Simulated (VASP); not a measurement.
Data:

```
Cd2STe
1.0
    4.38798     0.00000     0.00000
   -2.19399     3.80011     0.00000
    0.00000     0.00000     7.19023
Cd Te S
2 1 1
Direct
  0.66667   0.33333   0.47300
  0.00000   0.00000   0.02472
  0.00000   0.00000   0.63054
  0.66667   0.33333   0.11974
```

Computed with r2SCAN meta-GGA, VASP's PBE PAW potentials (set 64) (plane waves; VASP). Settings: 400 eV cut-off, 7×7×4 Γ-centred mesh, tetrahedra with Blöchl corrections, potentials Cd Te S.

Unless said otherwise, spin-orbit coupling is left out, though it shifts the bands of the heavy elements here.

**Question.** Give the energies of bands 13 to 21 at the high-symmetry points, in eV from the valence-band maximum.

**Answer.** 
```
band      Γ      M      K      A      L      H
----  -----  -----  -----  -----  -----  -----
13    -4.87  -4.68  -4.34  -3.23  -4.84  -4.73
14    -1.70  -4.07  -4.12  -3.06  -4.52  -4.41
15    -1.70  -3.17  -3.63  -1.63  -2.45  -3.32
16    -0.73  -2.61  -2.61  -1.63  -2.18  -2.54
17     0.00  -1.86  -2.17  -0.10  -1.59  -1.96
18     0.00  -0.93  -2.09  -0.10  -1.17  -1.32
19     0.48   2.65   3.66   1.70   2.44   3.27
20     2.63   3.15   3.87   3.15   2.85   3.58
21     5.43   4.30   4.61   4.77   4.18   4.68
```

The gap is direct, 0.48 eV, from the valence maximum at Γ to the conduction minimum at Γ.

The structure comes from a computed database's Cd2TeS entry (P3m1); how it stands against other phases isn't given here. It was relaxed first.
